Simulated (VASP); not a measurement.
Data:

```
Mg2SSe
1.0
    4.05097     0.00000     0.00000
    0.00000     4.05097     0.00000
    0.00000     0.00000     5.71296
Mg Se S
2 1 1
Direct
  0.50000   0.00000   0.73713
  0.00000   0.50000   0.26287
  0.50000   0.50000   0.00000
  0.00000   0.00000   0.50000
```

Calculation: LDA (Ceperley-Alder, Perdew-Zunger), VASP's LDA PAW potentials (set 64) (plane waves; VASP). Numerical set-up: 400 eV cut-off, Gaussian smearing of 0.050 eV, potentials Mg Se S.

### Question
Give the energies of bands 3 to 11 at the high-symmetry points, in eV from the valence-band maximum.

### Answer

```tsv
band	Γ	X	M	Z	R	A
3	-3.15	-2.91	-3.19	-2.06	-3.60	-2.69
4	-1.35	-2.60	-3.19	-2.01	-3.38	-2.69
5	-1.35	-1.73	-1.38	-1.09	-0.85	-2.05
6	-0.10	-1.56	-1.23	-1.09	-0.49	-2.05
7	0.00	-0.86	-1.23	-0.40	-0.43	-1.66
8	0.00	-0.12	-1.10	-0.40	-0.09	-1.51
9	2.76	5.60	3.11	4.56	4.35	5.08
10	3.43	5.85	3.52	4.82	4.60	5.20
11	5.01	6.11	5.03	5.76	6.91	7.41
```

The gap is direct, 2.76 eV, from the valence maximum at Γ to the conduction minimum at Γ.

The structure comes from a computed database's Mg2SeS entry (P-4m2); how it stands against other phases isn't given here. It was relaxed first.
